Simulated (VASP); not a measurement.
Data:

```
CELL_PARAMETERS angstrom
      1.81141    -3.13745     0.00000
      1.81141     3.13745     0.00000
      0.00000     0.00000     5.58773
ATOMIC_POSITIONS crystal
  Y  0.33333 0.66667 0.25000
  Y  0.66667 0.33333 0.75000
```

The numbers are results of PBE GGA with D4 dispersion, VASP's PBE PAW potentials (set 64) (plane waves; VASP 6.6.1), not measurements. Run with 520 eV cut-off, Gaussian smearing of 0.050 eV, potentials Y_sv.

Problem. Give the energies of bands 9 to 14 at the high-symmetry points, in eV from the Fermi level.

Solution. 
```tsv
band	Γ	M	K	A	L	H
9	-4.73	-1.70	-0.78	-3.22	-1.69	-0.40
10	-1.88	-1.25	-0.69	-3.22	-1.69	-0.40
11	1.11	-0.84	-0.69	1.04	0.10	-0.39
12	1.75	-0.10	-0.47	1.04	0.10	-0.39
13	1.75	1.42	1.14	1.65	1.47	0.45
14	2.22	1.53	1.14	1.65	1.47	0.45
```

It has no gap at this level: it comes out as a metal or semimetal.

The compound is Y in the hcp structure. It was relaxed first.
